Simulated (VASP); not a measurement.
A convergence study with VASP on Ba (space group Im-3m): a few settings are varied, all else stays as given below, so the limit is that of these other settings.

```xyz
1
Lattice="-2.4975 2.4975 2.4975 2.4975 -2.4975 2.4975 2.4975 2.4975 -2.4975" Properties=species:S:1:pos:R:3 pbc="T T T"
Ba     0.0000     0.0000     0.0000
```

Calculation: PBE GGA, VASP's PBE PAW potentials (set 64) (plane waves; VASP 6.6.1). The last row used: 300 eV cut-off, 22×22×22 Γ-centred mesh, tetrahedra with Blöchl corrections, potentials Ba_sv.

```json
[
 {"setting": "4×4×4 mesh", "E (eV/atom)": "(withheld)", "pressure (GPa)": "(withheld)", "irreducible k-points": "8"},
 {"setting": "5×5×5 mesh", "E (eV/atom)": "-1.9087", "pressure (GPa)": "0.34", "irreducible k-points": "10"},
 {"setting": "6×6×6 mesh", "E (eV/atom)": "-1.9048", "pressure (GPa)": "0.42", "irreducible k-points": "16"},
 {"setting": "7×7×7 mesh", "E (eV/atom)": "-1.9031", "pressure (GPa)": "0.27", "irreducible k-points": "20"},
 {"setting": "9×9×9 mesh", "E (eV/atom)": "-1.9074", "pressure (GPa)": "0.24", "irreducible k-points": "35"},
 {"setting": "11×11×11 mesh", "E (eV/atom)": "(withheld)", "pressure (GPa)": "(withheld)", "irreducible k-points": "56"},
 {"setting": "14×14×14 mesh", "E (eV/atom)": "-1.9078", "pressure (GPa)": "0.20", "irreducible k-points": "104"},
 {"setting": "17×17×17 mesh", "E (eV/atom)": "-1.9076", "pressure (GPa)": "0.19", "irreducible k-points": "165"},
 {"setting": "22×22×22 mesh", "E (eV/atom)": "-1.9076", "pressure (GPa)": "0.18", "irreducible k-points": "328"}
]
```

Problem. Complete the blanks.

Solution. 
- 11×11×11 mesh, E (eV/atom): -1.9083
- 11×11×11 mesh, pressure (GPa): 0.22
- 4×4×4 mesh, E (eV/atom): -1.8974
- 4×4×4 mesh, pressure (GPa): 0.47

Left out are rungs that failed or repeat a setting and relaxations that didn't move; long series are thinned to 24 rows.

The structure is a typed Ba crystal (space group no. 229). The cell was not relaxed at this level.
